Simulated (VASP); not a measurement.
A cell of ZnS (zinc blende) near equilibrium:

```
CELL_PARAMETERS angstrom
      0.00000     2.72052     2.72052
      2.72052     0.00000     2.72052
      2.72052     2.72052     0.00000
ATOMIC_POSITIONS crystal
  Zn 0.00000 0.00000 0.00000
  S  0.25000 0.25000 0.25000
```

Calculation: PBE GGA, VASP's PBE PAW potentials (set 64) (plane waves; VASP).

| run | ΔE (meV/atom) | σxx | σyy | σzz | largest shear component, with its sign (GPa) | gap (eV) |
|---|---|---|---|---|---|---|
| as it is | 0.0 | 0.22 | 0.22 | 0.22 | 0.00 | 2.02 |
| after one change | 29.2 | -4.92 | -4.92 | -4.92 | 0.00 | 1.65 |
Stress is in GPa, positive when the cell is compressed; gaps are those on the k-mesh, and 0.00 means metallic.

**Question.** What was changed between the two runs?
A) shear strain γ_yz = -1.0 % with the ions relaxed
B) isotropic strain of +3.0 %
C) shear strain γ_xy = +1.5 % with the ions relaxed
D) isotropic strain of +1.5 %

**Answer.** B, isotropic strain of +3.0 %

The compound is ZnS in the zinc blende structure.
